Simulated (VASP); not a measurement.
An input for Quantum ESPRESSO's pw.x (written as the equivalent of a VASP run, and not itself run):

```
&CONTROL
  calculation = 'vc-relax'
  pseudo_dir = './pseudo'
  outdir = './out'
  tprnfor = .true.
  tstress = .true.
  nstep = 30
  forc_conv_thr = 0.00039
/
&SYSTEM
  ibrav = 0
  nat = 6
  ntyp = 2
  ecutwfc = 86
  occupations = 'smearing'
  smearing = 'gaussian'
  degauss = 0.003675
  input_dft = 'vdw-df2'
/
&ELECTRONS
  conv_thr = 7.3e-09
  electron_maxstep = 100
/
&IONS
/
&CELL
  cell_dofree = 'shape'
/
ATOMIC_SPECIES
  Mo 95.950 Mo.upf
  Se 78.971 Se.upf
CELL_PARAMETERS angstrom
     1.7416766   -3.0166729    0.0000000
     1.7416766    3.0166729    0.0000000
     0.0000000    0.0000000   13.7945110
ATOMIC_POSITIONS crystal
  Mo   0.3333330  0.6666670  0.2500000
  Mo   0.6666670  0.3333330  0.7500000
  Se   0.3333330  0.6666670  0.8741779
  Se   0.6666670  0.3333330  0.3741779
  Se   0.6666670  0.3333330  0.1258221
  Se   0.3333330  0.6666670  0.6258221
K_POINTS automatic
  7 7 2 0 0 0
```

Q: Write the VASP files for the same calculation (vdW-DF2).

A: One answer among several that fit: 
### KPOINTS
```
Automatic mesh
0
Gamma
7 7 2
0 0 0
```

POSCAR:
```
MoSe2
1.0
  1.7416766184  -3.0166728809   0.0000000000
  1.7416766184   3.0166728809   0.0000000000
  0.0000000000   0.0000000000  13.7945109552
Mo Se
2 4
direct
  0.3333330000   0.6666670000   0.2500000000
  0.6666670000   0.3333330000   0.7500000000
  0.3333330000   0.6666670000   0.8741778717
  0.6666670000   0.3333330000   0.3741778717
  0.6666670000   0.3333330000   0.1258221283
  0.3333330000   0.6666670000   0.6258221283
```

**INCAR**
```
SYSTEM  =  MoSe2
NSW  =  30   # most ionic steps
AGGAC  =  0.0
ISIF  =  4   # ions and shape, fixed volume
LWAVE  =  .FALSE.
LCHARG  =  .FALSE.
EDIFFG  =  -0.01   # ionic stop
IBRION  =  2   # conjugate gradients
PREC  =  Accurate
ENCUT  =  520
SIGMA  =  0.05   # width (eV)
GGA  =  ML
EDIFF  =  1E-7   # SCF stop (eV)
NELM  =  100   # most electronic steps
LUSE_VDW  =  .TRUE.
ISMEAR  =  0
LREAL  =  .FALSE.   # projection in real space or not
LMAXMIX  =  4   # l cut-off of mixed one-centre charges
LASPH  =  .TRUE.
ALGO  =  Normal   # blocked Davidson
ZAB_VDW  =  -1.8867
```

POTCAR, in this order: Mo_sv Se (PBE.64 set). Program: vasp_std.

What does not carry over: the potentials are each code's own (VASP's PAW set, PseudoDojo norm-conserving files in pw.x), so ENCUT and ecutwfc are chosen apart and not converted; conv_thr bounds pw.x's estimated SCF error, while EDIFF bounds the energy change between steps; forc_conv_thr acts on force components and is met together with etot_conv_thr.

The compound is MoSe2 in the 2H layered structure. This cell is one point of a volume scan, at 1.03 of the reference volume. Symmetry was kept, so distortions that lower it aren't found.
